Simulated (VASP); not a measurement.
Calculation: AM05 GGA, VASP's PBE PAW potentials (set 64) (plane waves; VASP).

Input for VASP

**POSCAR**
```
KBr
1
    0.0000000000     3.3697108657     3.3697108657
    3.3697108657     0.0000000000     3.3697108657
    3.3697108657     3.3697108657     0.0000000000
K Br
1 1
Direct
  0.0000000000   0.0000000000   0.0000000000
  0.5000000000   0.5000000000   0.5000000000
```

INCAR:
```
GGA = AM
ALGO = Normal   # blocked Davidson
ENCUT = 520   # plane-wave cut-off (eV)
LMAXMIX = 4
ISIF = 2
LWAVE = .FALSE.
SYSTEM = KBr
LREAL = .FALSE.
EDIFF = 1E-7
PREC = Accurate
LCHARG = .FALSE.
SIGMA = 0.05   # width (eV)
LASPH = .TRUE.   # aspherical one-centre terms
NELM = 100   # most electronic steps
ISMEAR = 0   # Gaussian
```

**KPOINTS**
```
Automatic mesh
0
Gamma
7 7 7
0 0 0
```

POTCAR, in this order: K_sv Br (PBE.64 set). Program: vasp_std.

The resulting files:

**OSZICAR**
```
       N       E                     dE             d eps       ncg     rms          rms(c)
DAV:   1     0.102263942721E+03    0.10226E+03   -0.69351E+03   480   0.115E+03
DAV:   2     0.600111828186E+00   -0.10166E+03   -0.94344E+02   596   0.259E+02
DAV:   3    -0.606215597586E+01   -0.66623E+01   -0.66303E+01   604   0.620E+01
DAV:   4    -0.631033570184E+01   -0.24818E+00   -0.24789E+00   904   0.106E+01
DAV:   5    -0.631114652241E+01   -0.81082E-03   -0.81080E-03   616   0.650E-01    0.275E+00
DAV:   6    -0.612450832951E+01    0.18664E+00   -0.32082E-01   588   0.295E+00    0.200E+00
DAV:   7    -0.611749190918E+01    0.70164E-02   -0.14853E-01   600   0.224E+00    0.103E+00
DAV:   8    -0.613216078040E+01   -0.14669E-01   -0.21503E-02   576   0.117E+00    0.149E-01
DAV:   9    -0.613312266183E+01   -0.96188E-03   -0.13153E-03   636   0.245E-01    0.983E-02
DAV:  10    -0.613401560266E+01   -0.89294E-03   -0.12774E-03   548   0.246E-01    0.309E-02
DAV:  11    -0.613402868517E+01   -0.13083E-04   -0.41579E-05   728   0.363E-02    0.768E-03
DAV:  12    -0.613403849592E+01   -0.98107E-05   -0.93205E-06   576   0.231E-02    0.723E-03
DAV:  13    -0.613404096054E+01   -0.24646E-05   -0.42317E-06   580   0.136E-02    0.195E-03
DAV:  14    -0.613404120422E+01   -0.24368E-06   -0.55543E-07   568   0.553E-03    0.350E-04
DAV:  15    -0.613404120279E+01    0.14315E-08   -0.83150E-09   464   0.109E-03
   1 F= -.61340412E+01 E0= -.61340412E+01  d E =-.134059E-18
```

### OUTCAR
```
------------------------ aborting loop because EDIFF is reached ----------------------------------------
  FORCE on cell =-STRESS in cart. coord.  units (eV):
  Direction    XX          YY          ZZ          XY          YZ          ZX
  --------------------------------------------------------------------------------------
  Total       -0.1624458     -0.1624458     -0.1624458      0.0000000      0.0000000     -0.0000000
  in kB       -3.4010363     -3.4010363     -3.4010363      0.0000000      0.0000000     -0.0000000
  external PRESSURE =      -3.4010363 kB  Pullay stress =       0.0000000 kB
  volume of cell :       76.53
      direct lattice vectors                 reciprocal lattice vectors
     0.000000000  3.369710866  3.369710866    -0.148380683  0.148380683  0.148380683
     3.369710866  0.000000000  3.369710866     0.148380683 -0.148380683  0.148380683
     3.369710866  3.369710866  0.000000000     0.148380683  0.148380683 -0.148380683
  FREE ENERGIE OF THE ION-ELECTRON SYSTEM (eV)
  ---------------------------------------------------
  free  energy   TOTEN  =        -6.1340412028 eV

  energy  without entropy=       -6.1340412028  energy(sigma->0) =       -6.13404120
```
(Selected blocks of OUTCAR.)

File OUTCAR:
```
 val. band max:       -1.9572167981   @ k =   0.0000   0.0000   0.0000

 cond. band min:       2.3836221429   @ k =   0.0000   0.0000   0.0000


 Fermi energy:        -1.6607848439

 k-point     1 :       0.0000    0.0000    0.0000
  band No.  band energies     occupation
      1     -29.7364      2.00000
      2     -14.1673      2.00000
      3     -13.3131      2.00000
      4     -13.3131      2.00000
      5     -13.3131      2.00000
      6      -1.9572      2.00000
      7      -1.9572      2.00000
      8      -1.9572      2.00000
      9       2.3836      0.00000
     10       5.6553      0.00000
     11       5.6553      0.00000
     12       5.6553      0.00000

 k-point     2 :       0.1429    0.0000    0.0000
  band No.  band energies     occupation
      1     -29.7357      2.00000
      2     -14.2034      2.00000
      3     -13.3139      2.00000
      4     -13.3139      2.00000
      5     -13.2663      2.00000
      6      -2.2058      2.00000
      7      -2.0143      2.00000
      8      -2.0143      2.00000
      9       2.8499      0.00000
     10       5.5380      0.00000
     11       5.8806      0.00000
     12       5.8806      0.00000

 k-point     3 :       0.2857    0.0000    0.0000
  band No.  band energies     occupation
      1     -29.7340      2.00000
      2     -14.2737      2.00000
      3     -13.3159      2.00000
      4     -13.3159      2.00000
      5     -13.1718      2.00000
      6      -2.6619      2.00000
      7      -2.1367      2.00000
      8      -2.1367      2.00000
      9       3.8239      0.00000
     10       5.5581      0.00000
     11       6.4980      0.00000
     12       6.4980      0.00000

 k-point     4 :       0.4286    0.0000    0.0000
  band No.  band energies     occupation
      1     -29.7326      2.00000
      2     -14.3226      2.00000
      3     -13.3175      2.00000
      4     -13.3175      2.00000
      5     -13.1032      2.00000
      6      -2.9653      2.00000
...
```

The compound is KBr in the rock salt structure. This cell is one point of a volume scan, at 1.03 of the reference volume.
